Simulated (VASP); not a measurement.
# TaMo2C3 (P6_3/mmc) in VASP: notebook

Runs on TaMo2C3. Level: PBE. Tasks: relaxation of cell and atoms.

All numbers are computed with VASP 6.6.1; they aren't measurements. Logs are shortened: lines on timing, memory, paths and dates and some standing lists are left out, and cuts for length are marked.

### Step 1. The crystal as given

The structure is hexagonal, space group P6_3/mmc (No. 194). Conventional cell: a = 3.032 Å, b = 3.032 Å, c = 16.063 Å, α = 90.00°, β = 90.00°, γ = 120.00°. Around Ta (site symmetry -3m) lie 6 C at 2.20 Å. Mo (site symmetry 3m) has 6 C at 2.17 to 2.24 Å as nearest neighbours. C (site symmetry 3m) has 3 Mo at 2.17 Å and 3 Ta at 2.20 Å as nearest neighbours. C (site symmetry -6m2) has 6 Mo at 2.24 Å as nearest neighbours.

The cell was built by a generator and needn't be a form met in nature.

### Step 2. Relaxation of cell and atoms, PBE

The input, INCAR:

```
PREC = Accurate
ENCUT = 520
EDIFF = 1E-6
ISMEAR = 0
SIGMA = 0.1
LREAL = False
LASPH = True
NELM = 120
ALGO = Normal
ISIF = 3
LWAVE = False
LCHARG = False
GGA = PE
IBRION = 2
NSW = 90
EDIFFG = -0.01
KPAR = 8
```

The input, KPOINTS:

```
Automatic mesh
0
Gamma
  12 12 2
```

The input, POSCAR:

```
TaMo2C3
1.0
    3.0320913600      0.0000000000      0.0000000000
   -1.5160456800      2.6258681400      0.0000000000
    0.0000000000      0.0000000000     16.0630000000
Ta Mo C
2 4 6
Direct
    0.0000000000      0.0000000000      0.0000000000
    0.0000000000      0.0000000000      0.5000000000
    0.3333333300      0.6666666700      0.6633879100
    0.3333333300      0.6666666700      0.8366120900
    0.6666666700      0.3333333300      0.1633879100
    0.6666666700      0.3333333300      0.3366120900
    0.6666666700      0.3333333300      0.9165784700
    0.3333333300      0.6666666700      0.0834215300
    0.6666666700      0.3333333300      0.7500000000
    0.6666666700      0.3333333300      0.5834215300
    0.3333333300      0.6666666700      0.4165784700
    0.3333333300      0.6666666700      0.2500000000
```

Potentials or basis: VASP PAW PBE potentials, release 64 (Ta_pv, Mo_sv, C).

On the command line:

```
cat potpaw_PBE.64/Ta_pv/POTCAR potpaw_PBE.64/Mo_sv/POTCAR potpaw_PBE.64/C/POTCAR > POTCAR
mpirun -np 8 vasp_std > vasp.out
```

OUTCAR:

```text
PREC = Accurate
   ENCUT = 520
   EDIFF = 1E-6
   ISMEAR = 0
   LREAL = False
   LASPH = True
   NELM = 120
   ISIF = 3
   GGA = PE
   IBRION = 2
   NSW = 90
   EDIFFG = -0.01

 ion  position               nearest neighbor table
   1  0.000  0.000  0.000-   7 2.20   8 2.20   8 2.20   7 2.20   7 2.20   8 2.20   4 3.15   5 3.15
                             4 3.15   5 3.15   4 3.15   5 3.15
   2  0.000  0.000  0.500-  10 2.20  11 2.20  11 2.20  10 2.20  10 2.20  11 2.20   3 3.15   6 3.15
                             3 3.15   6 3.15   3 3.15   6 3.15
   3  0.333  0.667  0.663-  10 2.17  10 2.17  10 2.17   9 2.24   9 2.24   9 2.24   4 2.78   2 3.15
                             2 3.15   2 3.15
   4  0.333  0.667  0.837-   7 2.17   7 2.17   7 2.17   9 2.24   9 2.24   9 2.24   3 2.78   1 3.15
                             1 3.15   1 3.15
   5  0.667  0.333  0.163-   8 2.17   8 2.17   8 2.17  12 2.24  12 2.24  12 2.24   6 2.78   1 3.15
                             1 3.15   1 3.15
   6  0.667  0.333  0.337-  11 2.17  11 2.17  11 2.17  12 2.24  12 2.24  12 2.24   5 2.78   2 3.15
                             2 3.15   2 3.15
   7  0.667  0.333  0.917-   4 2.17   4 2.17   4 2.17   1 2.20   1 2.20   1 2.20
   8  0.333  0.667  0.083-   5 2.17   5 2.17   5 2.17   1 2.20   1 2.20   1 2.20
   9  0.667  0.333  0.750-   3 2.24   4 2.24   3 2.24   4 2.24   3 2.24   4 2.24
  10  0.667  0.333  0.583-   3 2.17   3 2.17   3 2.17   2 2.20   2 2.20   2 2.20
  11  0.333  0.667  0.417-   6 2.17   6 2.17   6 2.17   2 2.20   2 2.20   2 2.20
  12  0.333  0.667  0.250-   5 2.24   6 2.24   5 2.24   6 2.24   5 2.24   6 2.24

  LATTYP: Found a hexagonal cell.
 ALAT       =     3.0320913600
 C/A-ratio  =     5.2976635902

  Lattice vectors:

 A1 = (   3.0320913600,   0.0000000000,   0.0000000000)
 A2 = (  -1.5160456800,   2.6258681400,   0.0000000000)
 A3 = (   0.0000000000,   0.0000000000,  16.0630000000)

Analysis of symmetry for initial positions (statically):
=====================================================================
 Subroutine PRICEL returns:
 Original cell was already a primitive cell.

 Routine SETGRP: Setting up the symmetry group for a
 hexagonal supercell.

 Subroutine GETGRP returns: Found 24 space group operations
 (whereof 12 operations were pure point group operations)
 out of a pool of 24 trial point group operations.

The static configuration has the point symmetry D_3d.
 The point group associated with its full space group is D_6h.

Analysis of symmetry for dynamics (positions and initial velocities):
=====================================================================
 Subroutine PRICEL returns:
 Original cell was already a primitive cell.

 Routine SETGRP: Setting up the symmetry group for a
 hexagonal supercell.

 Subroutine GETGRP returns: Found 24 space group operations
[... 136 lines left out ...]
   NUPDOWN=      -1.0000    fix difference up-down
   EMIN   =  10.00;   EMAX   =-10.00  energy-range for DOS
   EFERMI =   0.00;   METHOD = LEGACY
   ISMEAR =     0;   SIGMA  =   0.10  broadening in eV -4-tet -1-fermi 0-gaus
   EFERMI_NEDOS =   21; number of points for ismear=-14 and -15
   IALGO  =     38    algorithm
   IMIX   =      4    mixing-type and parameters
     AMIX     =   0.40;   BMIX     =  1.00
     AMIX_MAG =   1.60;   BMIX_MAG =  1.00
  volume/ion in A,a.u.               =      10.66        71.92
  Fermi-wavevector in a.u.,A,eV,Ry     =   1.518195  2.868973 31.360293  2.304917
  Thomas-Fermi vector in A             =   2.627349
   LORBIT       =      0    0 simple, 1 ext, 2 COOP (PROOUT), +10 PAW based schemes
   GGA     = PE    functional components
   LHFCALC =     F    Hartree Fock is set to
   AEXX    =    0.0000 exact exchange contribution
   IVDW    =     0    specifies the selected vdW correction
   LEPSILON=     F    determine dielectric tensor
   LRPA    =     F    only Hartree local field effects (RPA)
 conjugate gradient relaxation of ions
 non-spin polarized calculation
 Gauss-broadening in eV      SIGMA  =   0.10
  energy-cutoff  :      520.00
  volume of cell :      127.89
 maximum number of plane-waves:      3503
 NGX is ok and might be reduce to    24
   NGX = 11   NGY = 11   NGZ = 59

--------------------------------------- Ionic step        1  -------------------------------------------

 number of electron     101.9999990 magnetization

 Free energy of the ion-electron system (eV)
  ---------------------------------------------------
  ext. energy  EPLUGINS =         0.00000000
  ---------------------------------------------------
  free energy    TOTEN  =      -125.53645437 eV

  energy without entropy =     -125.51718936  energy(sigma->0) =     -125.52682186

------------------------ aborting loop because EDIFF is reached ----------------------------------------

  FORCE on cell =-STRESS in cart. coord.  units (eV):
  Direction    XX          YY          ZZ          XY          YZ          ZX
  --------------------------------------------------------------------------------------
  -------------------------------------------------------------------------------------
  Total        1.0329116      1.0329116     -1.3071898     -0.0000000      0.0000000     -0.0000000
  in kB       12.9399281     12.9399281    -16.3759835     -0.0000000      0.0000000     -0.0000000
  external PRESSURE =       3.1679575 kB  Pullay stress =       0.0000000 kB
[... 309 lines left out ...]
--------------------------------------- Ionic step        8  -------------------------------------------

 number of electron     101.9999993 magnetization

 Free energy of the ion-electron system (eV)
  ---------------------------------------------------
  ext. energy  EPLUGINS =         0.00000000
  ---------------------------------------------------
  free energy    TOTEN  =      -125.54806080 eV

  energy without entropy =     -125.52901726  energy(sigma->0) =     -125.53853903

 E-fermi :  11.2147     XC(G=0): -13.3960

 val. band max:       11.1991101622   @ k =   0.3333   0.0833   0.0000
 cond. band min:      11.2186757939   @ k =   0.2500   0.0833   0.5000
 fundamental gap:      0.0195656317
 Fermi energy:        11.2146963000

 k-point     1 :       0.0000    0.0000    0.0000
  band No.  band energies     occupation
      1     -50.6677      2.00000
      2     -50.6676      2.00000
      3     -50.6215      2.00000
      4     -50.6214      2.00000
      5     -25.1878      2.00000
      6     -25.0984      2.00000
[... 1525 lines left out ...]
     60      13.2824      0.00000
     61      14.0367      0.00000

 [... further k-points ...]
[... 5 lines left out ...]
  --------------------------------------------------------------------------------------
  -------------------------------------------------------------------------------------
  Total        0.0207433      0.0207433     -0.0165854      0.0000000     -0.0000000      0.0000000
  in kB        0.2594917      0.2594917     -0.2074781      0.0000000     -0.0000000      0.0000000
  external PRESSURE =       0.1038351 kB  Pullay stress =       0.0000000 kB
[... 27 lines left out ...]
  FREE ENERGIE OF THE ION-ELECTRON SYSTEM (eV)
  ---------------------------------------------------
  free  energy   TOTEN  =      -125.5480608009 eV

  energy  without entropy=     -125.5290172571  energy(sigma->0) =     -125.53853903

 reached required accuracy - stopping structural energy minimisation
```

OSZICAR:

```text
N       E                     dE             d eps       ncg     rms          rms(c)
DAV:   1     0.111959533356E+04    0.11196E+04   -0.59417E+04  4708   0.174E+03
DAV:   2    -0.679284104903E+02   -0.11875E+04   -0.11576E+04  5088   0.522E+02
DAV:   3    -0.144208168752E+03   -0.76280E+02   -0.75269E+02  5902   0.120E+02
DAV:   4    -0.146127367107E+03   -0.19192E+01   -0.18946E+01  5672   0.169E+01
[... 74 lines left out ...]
DAV:   1    -0.125548083508E+03   -0.33957E-04   -0.10392E-02  4646   0.594E-01    0.480E-02
DAV:   2    -0.125548072636E+03    0.10871E-04   -0.33495E-04  5135   0.105E-01    0.237E-02
DAV:   3    -0.125548062704E+03    0.99322E-05   -0.45765E-05  5880   0.326E-02    0.961E-03
DAV:   4    -0.125548061042E+03    0.16616E-05   -0.15353E-05  5521   0.230E-02    0.667E-03
DAV:   5    -0.125548060801E+03    0.24150E-06   -0.30819E-06  4130   0.102E-02
   8 F= -.12554806E+03 E0= -.12553854E+03  d E =-.105093E-04
```

CONTCAR:

```text
TaMo2C3
   1.00000000000000
     3.0417232953007942   -0.0000000000000000   -0.0000000000000000
    -1.5208616476503971    2.6342096406166005    0.0000000000000000
     0.0000000000000000    0.0000000000000000   15.9843327821454135
  Ta              Mo              C
     2     4     6
Direct
     0.0000000000000000    0.0000000000000000    1.0000000000000000
     0.0000000000000000    0.0000000000000000    0.5000000000000000
     0.3333333300000021    0.6666666699999979    0.6627303203538577
     0.3333333300000021    0.6666666699999979    0.8372696796461423
     0.6666666699999979    0.3333333300000021    0.1627303203538578
     0.6666666699999979    0.3333333300000021    0.3372696796461422
     0.6666666699999979    0.3333333300000021    0.9167626344908425
     0.3333333300000021    0.6666666699999979    0.0832373655091576
     0.6666666699999979    0.3333333300000021    0.7500000000000000
     0.6666666699999979    0.3333333300000021    0.5832373655091575
     0.3333333300000021    0.6666666699999979    0.4167626344908425
     0.3333333300000021    0.6666666699999979    0.2500000000000000

  0.00000000E+00  0.00000000E+00  0.00000000E+00
  0.00000000E+00  0.00000000E+00  0.00000000E+00
  0.00000000E+00  0.00000000E+00  0.00000000E+00
  0.00000000E+00  0.00000000E+00  0.00000000E+00
  0.00000000E+00  0.00000000E+00  0.00000000E+00
  0.00000000E+00  0.00000000E+00  0.00000000E+00
  0.00000000E+00  0.00000000E+00  0.00000000E+00
  0.00000000E+00  0.00000000E+00  0.00000000E+00
  0.00000000E+00  0.00000000E+00  0.00000000E+00
  0.00000000E+00  0.00000000E+00  0.00000000E+00
  0.00000000E+00  0.00000000E+00  0.00000000E+00
  0.00000000E+00  0.00000000E+00  0.00000000E+00
```

It took 7.9 min on 8 MPI ranks of Intel Xeon Platinum 8375C at 2.90GHz (Ice Lake), shared host; peak memory 0.46 GiB.

Results:

```
Free energy                            : -125.5481 eV
Relaxed volume                         : 10.67 Å³/atom
Relaxed cell                           : a = 3.042 Å, b = 3.042 Å, c = 15.984 Å, α = 90.00°, β = 90.00°, γ = 120.00°
Space group after relaxing (to 0.05 Å) : P6_3/mmc (No. 194)
Energy gained by relaxing              : 1.0 meV/atom
Ionic steps                            : 8
Pressure after relaxing                : 0.0 GPa
Largest force after relaxing           : 0.008 eV/Å
Band gap on the k mesh                 : none (metal or under the smearing width)
```

Forces on the atoms (eV/Å):
```
Ta   0.000  0.000  0.000
Ta   0.000  0.000  0.000
Mo   0.000  0.000  0.008
Mo   0.000  0.000 -0.008
Mo   0.000  0.000  0.008
Mo   0.000  0.000 -0.008
C    0.000  0.000  0.000
C    0.000  0.000  0.000
C    0.000  0.000  0.000
C    0.000  0.000  0.000
C    0.000  0.000  0.000
C    0.000  0.000  0.000
```

The path:
| step | energy change (eV) | largest force (eV/Å) | pressure (GPa) | volume (Å³) |
| --- | --- | --- | --- | --- |
| 1 | 0.0000 | 0.2567 | 0.32 | 127.89 |
| 2 | -0.0093 | 0.1295 | -0.53 | 128.28 |
| 3 | -0.0106 | 0.0847 | -0.32 | 128.18 |
| 4 | -0.0110 | 0.0167 | 0.64 | 127.83 |
| 5 | -0.0113 | 0.0437 | 0.27 | 127.97 |
| 6 | -0.0116 | 0.0158 | -0.12 | 128.13 |
| 7 | -0.0116 | 0.0120 | -0.02 | 128.09 |
| 8 | -0.0116 | 0.0079 | 0.01 | 128.08 |

Final structure:
```
Ta Mo C
1.0
     3.04172    0.00000    0.00000
    -1.52086    2.63421    0.00000
     0.00000    0.00000   15.98433
Ta Mo C
2 4 6
Direct
  0.00000 0.00000 0.00000
  0.00000 0.00000 0.50000
  0.33333 0.66667 0.66273
  0.33333 0.66667 0.83727
  0.66667 0.33333 0.16273
  0.66667 0.33333 0.33727
  0.66667 0.33333 0.91676
  0.33333 0.66667 0.08324
  0.66667 0.33333 0.75000
  0.66667 0.33333 0.58324
  0.33333 0.66667 0.41676
  0.33333 0.66667 0.25000
```

Levels at points of the mesh, in eV from the Fermi level:
```csv
k point,band 47,band 48,band 49,band 50,band 51,band 52,band 53,band 54
"(0.00, 0.00, 0.00)",-1.65,-1.65,-0.75,-0.75,-0.42,-0.42,-0.14,-0.06
"(0.50, 0.00, 0.00)",-2.04,-1.75,-1.46,-0.48,0.15,1.14,1.29,1.40
"(0.00, 0.00, 0.50)",-1.28,-1.28,-1.28,-1.28,-0.11,-0.11,-0.11,-0.11
"(0.50, 0.00, 0.50)",-2.20,-2.20,-1.03,-1.03,0.74,0.74,1.37,1.37
```

[end of part 1 of 2]
